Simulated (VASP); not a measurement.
# A VASP study of La2ZnIrO6 (LDA): structure first, properties next, part 3 of 7

Wanted: the relaxed cell of La2ZnIrO6 and its properties. The start is a computed cell from the Materials Project.

VASP 6.6.1, plane waves and PAW; the level of theory is named at each step.

Still holding for the runs below: This run has no spin polarisation, although Ir can carry a moment.

So far. Step 2 (Full relaxation (LDA)): It ends with a largest force of 0.010 eV/Å and a pressure of 0.02 GPa.

## Step 3: Second relaxation

Level of this step: LDA, no spin polarisation; plane waves and PAW (La, Zn, Ir, O) (VASP).

The basis stayed that of the start cell while the cell moved. A rerun from the cell reached resets it; the error of the finite cutoff stays.

INCAR

```
SYSTEM = La2ZnIrO6
PREC = Accurate
ENCUT = 520
EDIFF = 1E-06
NELM = 100
ISMEAR = 0
SIGMA = 0.05
LREAL = .FALSE.
ALGO = Normal
GGA = CA
NBANDS = 99
LASPH = .TRUE.
LORBIT = 11
LWAVE = .FALSE.
LCHARG = .FALSE.
KPAR = 8
IBRION = 2
NSW = 60
ISIF = 3
EDIFFG = -0.01
```

POSCAR

```
La2ZnIrO6
1.0
    5.4601286630      0.0000000000     -0.0012903367
    0.0000000000      5.6853172159      0.0000000000
   -5.4490446291      0.0000000000      7.7941421253
La Zn Ir O
4 2 2 12
Direct
    0.7346167706      0.5584615570      0.2492856674
    0.2653832294      0.0584615570      0.2507143326
    0.7346167706      0.9415384430      0.7492856674
    0.2653832294      0.4415384430      0.7507143326
    0.5000000000      0.5000000000      0.5000000000
    0.5000000000      0.0000000000      0.0000000000
    0.0000000000      0.5000000000      0.0000000000
    0.0000000000      0.0000000000      0.5000000000
    0.8408482302      0.5213640216      0.7517551616
    0.1591517698      0.0213640216      0.7482448384
    0.1591517698      0.4786359784      0.2482448384
    0.8408482302      0.9786359784      0.2517551616
    0.6557133287      0.7994175567      0.4532746962
    0.3442866713      0.2994175567      0.0467253038
    0.3442866713      0.2005824433      0.5467253038
    0.6557133287      0.7005824433      0.9532746962
    0.7584099427      0.2075213022      0.9519222475
    0.2415900573      0.7075213022      0.5480777525
    0.2415900573      0.7924786978      0.0480777525
    0.7584099427      0.2924786978      0.4519222475
```

KPOINTS

```
Automatic mesh
0
Gamma
6 5 4
0 0 0
```

The projector-augmented-wave data sets are La, Zn, Ir and O (LDA family, release 64).

Command:

```console
> mpirun -np 8 vasp_std
```

Log:

```text
[banner, memory and clock lines left out]
running    8 mpi-ranks, on    1 nodes
 distrk:  each k-point on    1 cores,    8 groups
 distr:  one band on    1 cores,    1 groups

 POSCAR found type information on POSCAR LaZnIrO
 POSCAR found :  4 types and      20 ions
 [... a notice as in an earlier step ...]

 [... a notice as in an earlier step ...]

 LDA part: xc-table for (Slater(with rela. corr.)+CA(PZ))
 , standard interpolation
 POSCAR, INCAR and KPOINTS ok, starting setup
 FFT: planning ... GRIDC
 FFT: planning ... GRID_SOFT
 FFT: planning ... GRID
 WAVECAR not read
 entering main loop
       N       E                     dE             d eps       ncg     rms          rms(c)
DAV:   1     0.236372913010E+04    0.23637E+04   -0.58769E+04  9096   0.259E+03
DAV:   2     0.727194315495E+03   -0.16365E+04   -0.14924E+04  9068   0.673E+02
DAV:   3     0.930339094464E+02   -0.63416E+03   -0.56839E+03  9119   0.315E+02
DAV:   4    -0.140227046960E+03   -0.23326E+03   -0.22134E+03 12979   0.160E+02
DAV:   5    -0.181413374637E+03   -0.41186E+02   -0.40083E+02 15337   0.780E+01    0.576E+01
DAV:   6    -0.163533024595E+03    0.17880E+02   -0.25744E+02 14482   0.709E+01    0.278E+01
DAV:   7    -0.161315248366E+03    0.22178E+01   -0.50217E+01 15016   0.506E+01    0.156E+01
DAV:   8    -0.162003060411E+03   -0.68781E+00   -0.13661E+01 13432   0.307E+01    0.492E+00
DAV:   9    -0.161889016246E+03    0.11404E+00   -0.29105E+00 12456   0.220E+01    0.413E+00
DAV:  10    -0.161988260115E+03   -0.99244E-01   -0.13145E+00 15976   0.521E+00    0.175E+00
DAV:  11    -0.161998315121E+03   -0.10055E-01   -0.14905E-01 16224   0.206E+00    0.133E+00
DAV:  12    -0.162003855061E+03   -0.55399E-02   -0.43904E-02 15632   0.137E+00    0.662E-01
DAV:  13    -0.161997855673E+03    0.59994E-02   -0.18321E-02 13248   0.162E+00    0.194E-01
DAV:  14    -0.161998532080E+03   -0.67641E-03   -0.88706E-03 15352   0.509E-01    0.165E-01
DAV:  15    -0.161998546905E+03   -0.14825E-04   -0.15883E-03 16504   0.176E-01    0.110E-01
DAV:  16    -0.161998574440E+03   -0.27535E-04   -0.24122E-04 16496   0.945E-02    0.109E-01
DAV:  17    -0.161998563730E+03    0.10710E-04   -0.26470E-04 15960   0.996E-02    0.316E-02
DAV:  18    -0.161998555350E+03    0.83802E-05   -0.72002E-05 14432   0.110E-01    0.202E-02
DAV:  19    -0.161998555232E+03    0.11760E-06   -0.24333E-05 13752   0.268E-02    0.151E-02
DAV:  20    -0.161998553975E+03    0.12574E-05   -0.34195E-06  8296   0.173E-02    0.136E-02
DAV:  21    -0.161998552992E+03    0.98335E-06   -0.39924E-06  8832   0.151E-02
   1 F= -.16199855E+03 E0= -.16198732E+03  d E =-.161999E+03
 curvature:   0.00 expect dE= 0.000E+00 dE for cont linesearch  0.000E+00
 trial: gam= 0.00000 g(F)=  0.523E-04 g(S)=  0.485E-04 ort = 0.000E+00 (trialstep = 0.100E+01)
 search vector abs. value=  0.101E-03
 reached required accuracy - stopping structural energy minimisation
```

Run time: 3.6 min. Hardware: 8 MPI ranks of Intel Xeon 6975P-C (Granite Rapids), shared host; peak memory 6.9 GiB; 29 min of CPU time.

From OUTCAR (step 3):

```text
  LATTYP: Found a simple monoclinic cell.
 ALAT       =     5.4601288155
 B/A-ratio  =     1.0412423238
 C/A-ratio  =     1.4272300040
 COS(beta)  =    -0.0011860124

 Found     42 irreducible k-points:

   dimension x,y,z NGX =    42 NGY =   42 NGZ =   72
   dimension x,y,z NGXF=    84 NGYF=   84 NGZF=  144

   ENCUT  =  520.0 eV  38.22 Ry    6.18 a.u.  10.15 10.57 17.68*2*pi/ulx,y,z

   NELECT =     158.0000    total number of electrons

 E-fermi :   7.3190

 k-point     1 :       0.0000    0.0000    0.0000
  band No.  band energies     occupation
    ...
     75       6.6662      2.00000
     76       7.0062      2.00000
     77       7.0746      2.00000
     78       7.2556      1.92692
     79       7.3160      1.06623
     80       7.4991      0.00000
     81       9.5673      0.00000
     82      10.5535      0.00000
     83      10.7196      0.00000
     84      10.7798      0.00000
    ...

 k-point     2 :       0.1667    0.0000    0.0000
  band No.  band energies     occupation
    ...
     75       6.7294      2.00000
     76       7.0088      2.00000
     77       7.0381      2.00000
     78       7.2548      1.93053
     79       7.2996      1.41577
     80       7.4584      0.00008
     81       9.7088      0.00000
     82      10.5687      0.00000
     83      10.6413      0.00000
     84      10.6653      0.00000
    ...

  Total        0.0846875      0.0847552      0.0744244      0.0000000      0.0000000      0.0102379
  in kB        0.5608872      0.5613356      0.4929146      0.0000000      0.0000000      0.0678059
  external PRESSURE =       0.5383791 kB  Pullay stress =       0.0000000 kB

 POSITION                                       TOTAL-FORCE (eV/Angst)
 -----------------------------------------------------------------------------------
      2.65273      3.17503      1.94202         0.006458     -0.001881     -0.003624
      0.08287      0.33237      1.95376        -0.006458     -0.001881      0.003624
     -0.07179      5.35294      5.83909         0.006458      0.001881     -0.003624
     -2.64165      2.51029      5.85083        -0.006458      0.001881      0.003624
      0.00554      2.84266      3.89643         0.000000      0.000000      0.000000
      2.73006      0.00000     -0.00065        -0.000000      0.000000      0.000000
      0.00000      2.84266      0.00000         0.000000      0.000000      0.000000
     -2.72452      0.00000      3.89707         0.000000      0.000000      0.000000
      0.49479      2.96412      5.85820         0.003542     -0.007411     -0.000772
     -3.20823      0.12146      5.83172        -0.003542     -0.007411      0.000772
     -0.48371      2.72120      1.93465        -0.003542      0.007411      0.000772
      3.21931      5.56386      1.96113         0.003542      0.007411     -0.000772
      1.11037      4.54494      3.53204         0.006582      0.005888      0.003410
      1.62524      1.70228      0.36374        -0.006582      0.005888     -0.003410
     -1.09928      1.14037      4.26081        -0.006582     -0.005888     -0.003410
     -1.61416      3.98303      7.42911         0.006582     -0.005888      0.003410
     -1.04605      1.17982      7.41844        -0.002288      0.003973      0.005832
     -1.66739      4.02248      4.27148         0.002288      0.003973     -0.005832
      1.05713      4.50549      0.37441         0.002288     -0.003973     -0.005832
      1.67847      1.66283      3.52137        -0.002288     -0.003973      0.005832
 -----------------------------------------------------------------------------------
    total drift:                                0.000000      0.000000     -0.000000

  FREE ENERGIE OF THE ION-ELECTRON SYSTEM (eV)
  ---------------------------------------------------
  free  energy   TOTEN  =      -161.9985529915 eV

  energy  without entropy=     -161.9760828637  energy(sigma->0) =     -161.98731793

 total charge
# of ion       s       p       d       f       tot
--------------------------------------------------
    1        2.033   5.697   0.638   0.263   8.631
    2        2.033   5.697   0.638   0.263   8.631
    3        2.033   5.697   0.638   0.263   8.631
    4        2.033   5.697   0.638   0.263   8.631
    5        0.429   0.483   9.933   0.000  10.844
    6        0.429   0.483   9.933   0.000  10.844
    7        0.624   0.850   6.946   0.000   8.420
    8        0.624   0.850   6.946   0.000   8.420
    9        1.551   3.453   0.000   0.000   5.004
   10        1.551   3.453   0.000   0.000   5.004
   11        1.551   3.453   0.000   0.000   5.004
   12        1.551   3.453   0.000   0.000   5.004
   13        1.549   3.439   0.000   0.000   4.988
   14        1.549   3.439   0.000   0.000   4.988
   15        1.549   3.439   0.000   0.000   4.988
   16        1.549   3.439   0.000   0.000   4.988
   17        1.549   3.439   0.000   0.000   4.989
   18        1.549   3.439   0.000   0.000   4.989
   19        1.549   3.439   0.000   0.000   4.989
   20        1.549   3.439   0.000   0.000   4.989
--------------------------------------------------
tot         28.833  66.777  36.311   1.052 132.973

[... 6 parts as in an earlier step ...]

[... 6 further parts left out ...]
```

CONTCAR:

```
La2ZnIrO6
   1.00000000000000
     5.4601286629999999    0.0000000000000000   -0.0012903367000000
     0.0000000000000000    5.6853172158999996    0.0000000000000000
    -5.4490446291000003    0.0000000000000000    7.7941421252999996
  La              Zn              Ir              O
     4     2     2    12
Direct
     0.7346167705999989    0.5584615570000011    0.2492856674000024
     0.2653832294000011    0.0584615570000011    0.2507143325999976
     0.7346167705999989    0.9415384429999989    0.7492856674000024
     0.2653832294000011    0.4415384429999989    0.7507143325999976
     0.5000000000000000    0.5000000000000000    0.5000000000000000
     0.5000000000000000    0.0000000000000000    0.0000000000000000
     0.0000000000000000    0.5000000000000000    0.0000000000000000
     0.0000000000000000    0.0000000000000000    0.5000000000000000
     0.8408482302000024    0.5213640216000002    0.7517551616000020
     0.1591517697999976    0.0213640216000002    0.7482448383999980
     0.1591517697999976    0.4786359783999998    0.2482448383999980
     0.8408482302000024    0.9786359783999998    0.2517551616000020
     0.6557133287000028    0.7994175566999999    0.4532746961999976
     0.3442866712999972    0.2994175566999999    0.0467253038000024
     0.3442866712999972    0.2005824433000001    0.5467253038000024
     0.6557133287000028    0.7005824433000001    0.9532746961999976
     0.7584099426999984    0.2075213022000000    0.9519222475000007
     0.2415900573000016    0.7075213022000000    0.5480777524999993
     0.2415900573000016    0.7924786978000000    0.0480777524999993
     0.7584099426999984    0.2924786978000000    0.4519222475000007
```

Little changed from the start: no atom moved by 0.005 Å and no cell edge by 0.1 %.

This step gave:

```
free energy (TOTEN)             : -161.9986 eV
energy at zero smearing         : -161.9873 eV
Fermi energy                    : 7.319 eV
pressure                        : 0.05384 GPa
SCF cycles over all ionic steps : 21
```

It ends with a largest force of 0.009 eV/Å and a pressure of 0.05 GPa. The volume moved by under 0.01 %: the run met its threshold at the first step.

(Continued in part 4 of 7.)

[Lines on the potential files, build, host, timing and source positions are cut from VASP's logs without a mark.]

[Logs are printed without paths, hosts, clocks, repeated set-up lines and the standing remarks that a program may print on its own settings, such as how far it seeks lower states.]

[Hosts, paths, dates, database ids (printed as entryN), source tags and the programs' standing remarks are cut or masked in the printed files.]

[A measured line is paired with the nearest computed mode of its activity, which favours agreement.]

[In band tables of VASP the shares of atoms and orbitals are scaled to a sum of 1 inside the atoms' spheres.]
